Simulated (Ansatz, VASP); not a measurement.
## Cross-check of CoO between VASP and Ansatz

Aim: how closely do two programs agree when they are given the same cell, functional and k mesh?

Calculated with Ansatz 0.2.0; plane waves, with VASP 6.6.1 beside it; relaxation of cell and atoms at PBE.

### Step 1. The structure

The structure is cubic, space group Fm-3m (No. 225). The conventional cell has a = 4.263 Å, b = 4.263 Å, c = 4.263 Å, α = 90.00°, β = 90.00°, γ = 90.00°. Co has 6 O at 2.13 Å nearest. Nearest to O lie 6 Co at 2.13 Å. Farther neighbours and most contacts between anions are not listed.

Coordinates:

```cif
data_structure
_symmetry_space_group_name_H-M 'Fm-3m'
_symmetry_Int_Tables_number 225
_cell_length_a 4.2630
_cell_length_b 4.2630
_cell_length_c 4.2630
_cell_angle_alpha 90.000
_cell_angle_beta 90.000
_cell_angle_gamma 90.000
_cell_volume 77.47
loop_
_atom_site_label
_atom_site_type_symbol
_atom_site_symmetry_multiplicity
_atom_site_Wyckoff_symbol
_atom_site_fract_x
_atom_site_fract_y
_atom_site_fract_z
_atom_site_occupancy
Co1 Co 4 a 0.00000 0.00000 0.00000 1
O1 O 4 b 0.50000 0.00000 0.00000 1
```

### Step 2. Ansatz: relaxation of cell and atoms, PBE

Ansatz runs on its default PAW (the set named soft_2) files.

The relaxed volume is the usual yardstick between codes: its relative difference is about their pressure difference at one cell divided by the bulk modulus.

Contents of input.yaml:

```yaml
crystal:
  lattice:
    - [0.0, 2.1315, 2.1315]
    - [2.1315, 0.0, 2.1315]
    - [2.1315, 2.1315, 0.0]
  atoms:
    - { symbol: Co, position: [0.0, 0.0, 0.0], spin: 2.0 }
    - { symbol: O, position: [0.5, 0.5, 0.5] }
hamiltonian:
  xc: pbe
  pseudopotentials: { kind: paw }
magnetization:
  spin_polarized: true
kpoints:
  mp_grid: { grid: [9, 9, 9] }
scf:
  occupations: { method: fermi_dirac, width: 0.05 }
relax:
  f_tol: 0.01
  max_steps: 60
  cell: { stress_tol: 0.05 }
output:
  forces: true
  stress: true
```

The run is started by

```sh
$ ansatz run input.yaml --threads 4 --pin off --max-ram 9216MiB --backend cpu --events-out ev --progress --plain --runs-dir out
```

Numbers of over 12 decimals in the logs are rounded to 6 here.

Output:

```text
Engine: ansatz 0.2.0, aarch64-unknown-linux-gnu
Pseudopotentials: kind: paw
Pseudopotential: Co, paw, valence charge 17, recommended cutoff 420 eV (normal), Co.paw.azcp
Pseudopotential: O, paw, valence charge 6, recommended cutoff 420 eV (normal), O.paw.azcp
Functional definition: PBE
  parameter kappa = 0.804
  parameter beta = 0.066725
  exchange = pbe_x(kappa = kappa, mu = beta*pi^2/3)
  correlation = pbe_c(beta = beta)
Crystal: 2 atoms, lattice volume = 19.368 Å³
Basis set: ecut = 420 eV, 339 PW (Γ), exchange–correlation on 48×48×48 points (8 copies of the dense FFT grid, shifted against one another)
Bands: 17, of which v1, the nominal top of the filled ones, is band 12 counted from 1 (11 counted from 0)
Symmetry: 48 space group operations
Space group: Fm-3m (ITA 225), of the structure as read, at distance tolerance 2.7e-5 Å
Magnetic group: BNS 225.116 (UNI 1618), of the structure as read, at distance tolerance 2.7e-5 Å
k-points: 35 of 729
Non-local potential: Co, projectors of the file, l = 0: 3, l = 1: 2, l = 2: 3, l = 3: 1
Non-local potential: O, projectors of the file, l = 0: 2, l = 1: 2, l = 2: 1
PAW form: soft (Blöchl's): semilocal exchange-correlation on the pseudo side does not see the compensation charge
PAW one-centre angular grid: Co, 590 points (default); XC on 64 Gauss nodes
PAW one-centre angular grid: O, 110 points (default); XC on 64 Gauss nodes
Initial density: superposition of atomic densities (chi_scale 0.1, normalization cell, long waves kept (reshape's long-wave potential 0.00 eV rms))
Starting moments: Σ|m| = 2 μB on 1 of 2 sites
Initial wavefunctions: pseudopotential atomic-orbital guess
Functional: x = pbe(κ = 0.804, μ = 0.219515), c = pbe(β = 0.066725)
SCF iter   1: F=—  HF=-5691.171105 eV  |F-HF|=—  |Δ(HF+E_count)|=         —  Δρ=1.16e-1 (↑1.16e-1 ↓9.95e-2)  dr2=6.18e0  dr2_m=1.47e-1  M=2.089 μB ∫|m|=2.089 μB  β_m=0.30  ethr=3.10e-3  ⟨swp⟩=5.6  Hψ=5180  notcnv=0
Mixer restart at iter 1: flushing history
preconditioner: auto → none  [metal: Δε(μ)=0.003 eV  Ē_g=13.080 eV  σ=0.050 eV  W_gap=0.01  n_scr=8 (ndim 8)  ℏωp=32.7 eV  f_vac=0.000  D(μ)=5.33/eV (n_scr^D=112)  sad-step TF]
SCF iter   2: F=—  HF=-5691.640630 eV  |F-HF|=—  |Δ(HF+E_count)|=   4.70e-1  Δρ=5.51e-2 (↑5.51e-2 ↓4.55e-2)  dr2=8.32e-1  dr2_m=1.95e-1  M=2.255 μB ∫|m|=2.255 μB  β_m=0.38  ethr=3.10e-3  ⟨swp⟩=3.0  Hψ=3002  notcnv=0  defer=18
SCF iter   3: F=—  HF=-5691.954235 eV  |F-HF|=—  |Δ(HF+E_count)|=   3.14e-1  Δρ=3.66e-2 (↑2.95e-2 ↓3.66e-2)  dr2=8.69e-2  dr2_m=1.43e-1  M=2.388 μB ∫|m|=2.390 μB  β_m=0.69  ethr=3.10e-3  ⟨swp⟩=2.0  Hψ=2058  notcnv=0  defer=19
SCF iter   4: F=—  HF=-5692.121887 eV  |F-HF|=—  |Δ(HF+E_count)|=         —  Δρ=4.66e-2 (↑3.13e-2 ↓4.66e-2)  dr2=9.75e-2  dr2_m=2.48e-1  M=2.869 μB ∫|m|=2.877 μB  β_m=0.69  ethr=3.78e-4  ⟨swp⟩=2.9  Hψ=2647  notcnv=0  defer=20
Mixer restart at iter 4: flushing history
SCF iter   5: F=—  HF=-5692.142283 eV  |F-HF|=—  |Δ(HF+E_count)|=   2.04e-2  Δρ=2.01e-2 (↑2.01e-2 ↓1.50e-2)  dr2=1.38e-1  dr2_m=4.61e-3  M=2.779 μB ∫|m|=2.789 μB  β_m=0.65  ethr=3.78e-4  ⟨swp⟩=3.3  Hψ=2762  notcnv=0  defer=22
SCF iter   6: F=—  HF=-5692.140063 eV  |F-HF|=—  |Δ(HF+E_count)|=   2.22e-3  Δρ=3.31e-2 (↑1.12e-2 ↓3.31e-2)  dr2=1.41e-1  dr2_m=5.79e-2  M=2.948 μB ∫|m|=2.961 μB  β_m=0.55  ethr=3.78e-4  ⟨swp⟩=3.0  Hψ=2907  notcnv=0  defer=29
SCF iter   7: F=—  HF=-5692.115771 eV  |F-HF|=—  |Δ(HF+E_count)|=   2.43e-2  Δρ=3.18e-3 (↑3.18e-3 ↓8.58e-4)  dr2=5.99e-4  dr2_m=6.94e-4  M=2.908 μB ∫|m|=2.922 μB  β_m=0.51  ethr=3.78e-4  ⟨swp⟩=2.6  Hψ=2460  notcnv=0  defer=28
SCF iter   8: F=—  HF=-5692.115575 eV  |F-HF|=—  |Δ(HF+E_count)|=   1.97e-4  Δρ=4.92e-4 (↑4.92e-4 ↓4.44e-4)  dr2=3.76e-5  dr2_m=2.36e-5  M=2.912 μB ∫|m|=2.926 μB  β_m=0.75  ethr=2.61e-6  ⟨swp⟩=2.6  Hψ=2111  notcnv=0  defer=28
SCF iter   9: F=—  HF=-5692.115599 eV  |F-HF|=—  |Δ(HF+E_count)|=   2.40e-5  Δρ=2.76e-4 (↑1.97e-4 ↓2.76e-4)  dr2=8.05e-6  dr2_m=7.65e-6  M=2.916 μB ∫|m|=2.931 μB  β_m=0.84  ethr=1.64e-7  ⟨swp⟩=2.3  Hψ=1819  notcnv=0  defer=28
SCF iter  10: F=—  HF=-5692.115600 eV  |F-HF|=—  |Δ(HF+E_count)|=   1.02e-6  Δρ=4.56e-5 (↑4.27e-5 ↓4.56e-5)  dr2=2.66e-7  dr2_m=2.65e-7  M=2.916 μB ∫|m|=2.931 μB  β_m=0.92  ethr=3.50e-8  ⟨swp⟩=2.0  Hψ=1523  notcnv=0  defer=28
SCF iter  11: F=—  HF=-5692.115600 eV  |F-HF|=—  |Δ(HF+E_count)|=   8.97e-8  Δρ=1.09e-5 (↑6.78e-6 ↓1.09e-5)  dr2=5.43e-9  dr2_m=1.30e-8  M=2.916 μB ∫|m|=2.931 μB  β_m=0.96  ethr=1.16e-9  ⟨swp⟩=2.0  Hψ=1599  notcnv=0  defer=28
SCF iter  12: F=-5692.115600 eV  HF=-5692.115600 eV  |F-HF|=5.37e-11  |Δ(HF+E_count)|=  7.00e-11  Δρ=7.05e-7 (↑3.68e-7 ↓7.05e-7)  dr2=6.83e-11  dr2_m=3.23e-11  M=2.916 μB ∫|m|=2.931 μB  ethr=2.36e-11  ⟨swp⟩=1.5  Hψ=3122  notcnv=0
SCF 1 converged in 12 iterations: F = -5692.115600 eV  dr2 = 6.83e-11
  greatest PAW one-centre occupation: 1.004 electrons in one spin orbital (limit 2), on the Co atom at site 0 (counted from 0), in its partial waves of l = 1
relax step   1: F+E_penalty+E_count = -5692.11559974 eV  Δ(F+E_penalty+E_count) = +0.000e0 eV  max|allowed force component| = 1.098e-29 eV/Å  Δτ_max = 0.0000 Å  P = -1.963 GPa  Ω = 19.368 Å³  (12 SCF iters, dr2 threshold 1.00e-7 eV, accepted)
[...]
relax step   2: F+E_penalty+E_count = -5692.11717014 eV  Δ(F+E_penalty+E_count) = -1.570e-3 eV  max|allowed force component| = 4.996e-30 eV/Å  Δτ_max = 0.0000 Å  P = -1.014 GPa  Ω = 19.255 Å³  energy of the carried Pulay correction = +5.207e-4 eV  (8 SCF iters, dr2 threshold 2.00e-7 eV, accepted)
[...]
relax step   3: F+E_penalty+E_count = -5692.11810240 eV  Δ(F+E_penalty+E_count) = -9.323e-4 eV  max|allowed force component| = 2.892e-30 eV/Å  Δτ_max = 0.0000 Å  P = -0.001 GPa  Ω = 19.136 Å³  energy of the carried Pulay correction = +1.074e-3 eV  (8 SCF iters, dr2 threshold 2.00e-7 eV, accepted)
[...]
relax step   4: F+E_penalty+E_count = -5692.11708858 eV  Δ(F+E_penalty+E_count) = +1.014e-3 eV  max|allowed force component| = 7.083e-30 eV/Å  Δτ_max = 0.0000 Å  P = -0.082 GPa  Ω = 19.136 Å³  stress off target by 8.18e-2 GPa  SCF on the basis re-selected at this cell (its energy is not comparable with the rows above)  (9 SCF iters)
[...]
relax step   5: F+E_penalty+E_count = -5692.11713540 eV  Δ(F+E_penalty+E_count) = -4.682e-5 eV  max|allowed force component| = 4.076e-30 eV/Å  Δτ_max = 0.0000 Å  P = -0.001 GPa  Ω = 19.126 Å³  energy of the carried Pulay correction = +4.435e-5 eV  (7 SCF iters, dr2 threshold 1.67e-8 eV, accepted)
[...]
relax step   6: F+E_penalty+E_count = -5692.11713540 eV  Δ(F+E_penalty+E_count) = -1.269e-9 eV  max|allowed force component| = 3.057e-30 eV/Å  Δτ_max = 0.0000 Å  P = -0.004 GPa  Ω = 19.126 Å³  stress off target by 3.74e-3 GPa  SCF on the basis re-selected at this cell (its energy is not comparable with the rows above)  (6 SCF iters)
basis re-selected at this cell: Δ(F+E_penalty+E_count) = -1.269e-9 eV, ΔP = -0.002 GPa vs the last step (what re-selecting the basis moved, of the pressure what is left beyond the Pulay correction that the steps carried, after the strain that the cell walked since its last selection, with what the two solves' SCF thresholds leave and, on support functions, any second-order correction that the steps lacked; it is no m [...]
SCF converged after 6 iterations
Magnetization: 2.8760 μB (12.9380 up, 10.0620 down)
Absolute magnetization: 2.8902 μB (∫|ρ↑−ρ↓|, with the PAW one-centre terms)
Spin contamination: 0.0090 ħ² per cell (⟨S²⟩ above its minimum at these occupations)
Per-site moments (μB) at R_I (Å): [(2.454565, 0.875570), (0.303609, 0.875570)]
Free energy (F): -5692.117135 eV
Harris-Foulkes:  -5692.117135 eV  (|F-HF|=3.64e-12)
Internal energy: -5692.082282 eV  (E = F + TS)
E sigma→0 (E₀):  -5692.099709 eV
Entropy (-TS):   -0.034853 eV (-17.427 meV/atom)
Fermi energy:    14.100937 eV
--- Per-component energies (eV) ---
  E_band       = -300.984657
  E_kinetic    = 617.904084
  E_local      = -3418.492498  (includes V_loc(G=0)·N_el)
  E_nonlocal   = 514.307939
  E_hartree    = 1404.157899
  E_xc         = -228.735616
  E_vxc        = -293.969555  (∫ρ·V_xc dr)
  E_paw        = -1677.026349  (= ΣΔE_a)
  E_vpaw       = -529.052811  (= ΣTr[D̂ρ^β])
  E_aug_tail   = 0.002518  (compensation charges beyond the density's cutoff)
  E_ewald      = -2904.200261
  E_smearing   = -0.034853  (= −TS)
  E_closure    = -0.000000  (closes the sum)
  Σ components = -5692.117135   (vs F -5692.117135, Δ=0.00e0)
--- Forces (eV/Å), atoms counted from 1 ---
  atom   1  Co    -0.00000000    -0.00000000     0.00000000
  atom   2  O     -0.00000000    -0.00000000    -0.00000000
  max |Σ_I F_I| component: 6.51e-30 eV/Å
--- Stress (GPa, compression-positive) ---
       -0.003737      -0.000000      -0.000000
       -0.000000      -0.003737      -0.000000
       -0.000000       0.000000      -0.003737
  P = ⅓ Tr σ = -0.0037 GPa (-0.037 kbar)
--- Relaxed structure (4 steps of the walk, 4 accepted, 2 SCFs on fresh bases) ---
  F+E_penalty+E_count = -5692.11713540 eV   max|allowed force component| = 3.057e-30 eV/Å   (the final SCF, on the basis selected at the relaxed cell)
  cell:  # Å, volume = 19.1263 Å³
    - [0, 2.122594, 2.122594]
    - [2.122594, 0, 2.122594]
    - [2.122594, 2.122594, 0]
  atoms:
    - { symbol: Co, position: [0, 0, 0] }
    - { symbol: O, position: [0.5, 0.5, 0.5] }
```

Wall time 4.6 s (4 threads of Arm Neoverse V1, shared host); peak memory 0.3 GiB.

(Continued in part 2 of 2.)

[Lines on the potential files, build, host, timing and source positions are cut from VASP's logs without a mark.]

[Logs are printed without paths, hosts, clocks, repeated set-up lines and the standing remarks that a program may print on its own settings, such as how far it seeks lower states.]

[Hosts, paths, dates, database ids (printed as entryN), source tags and the programs' standing remarks are cut or masked in the printed files.]
